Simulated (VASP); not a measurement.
An input for Ansatz (written as the equivalent of a VASP run, and not itself run):

Ansatz 0.2 input:
```yaml
crystal:
  lattice:
    - [0.0000000, 2.8695655, 2.8695655]
    - [2.8695655, 0.0000000, 2.8695655]
    - [2.8695655, 2.8695655, 0.0000000]
  atoms:
    - { symbol: Si, position: [0.0000000, 0.0000000, 0.0000000] }
    - { symbol: Y, position: [0.5000000, 0.5000000, 0.5000000] }
kpoints:
  mp_grid: { grid: [10, 10, 10] }
hamiltonian:
  xc: pbesol
  pseudopotentials: { kind: paw }
scf:
  occupations: { method: methfessel_paxton, width: 0.1 }
  max_iter: 100
relax:
  max_steps: 60
  f_tol: 0.01
  cell: {}
output: { forces: true, stress: true, eigenvalues: true }
```

Task: Write the VASP files for the same calculation (PBEsol).

Result: This is not unique; one that fits is 
**INCAR**
```
SYSTEM = YSi
PREC = Accurate
ENCUT = 400
EDIFF = 1E-6
NELM = 100
ALGO = Normal
LREAL = .FALSE.
LASPH = .TRUE.
ISMEAR = 1
SIGMA = 0.1
GGA = PS
LMAXMIX = 4
LWAVE = .FALSE.
LCHARG = .FALSE.
IBRION = 2
ISIF = 3
NSW = 60
EDIFFG = -0.01
```

**POSCAR**
```
YSi
1
   -0.0000000000     2.8695655098     2.8695655098
    2.8695655098     0.0000000000     2.8695655098
    2.8695655098     2.8695655098     0.0000000000
Si Y
1 1
Direct
  0.0000000000   0.0000000000   0.0000000000
  0.5000000000   0.5000000000   0.5000000000
```

KPOINTS:
```
K-points
0
G
 10 10 10
```

POTCAR, in this order: Si Y_sv (PBE.64 set). Program: vasp_std.

Limits of the translation: each code has its own PAW files, so the cut-off isn't converted (ENCUT is set for VASP's; basis.ecutwfc is left out, and Ansatz then takes the one that its files recommend); Ansatz stops its SCF on the density residual and VASP on the energy change (EDIFF).

The structure was generated: YSi was put into the rocksalt type (Fm-3m), which need not be its known phase. This run relaxes it. Symmetry was kept, so distortions that lower it aren't found. The start is the result of an earlier pass.
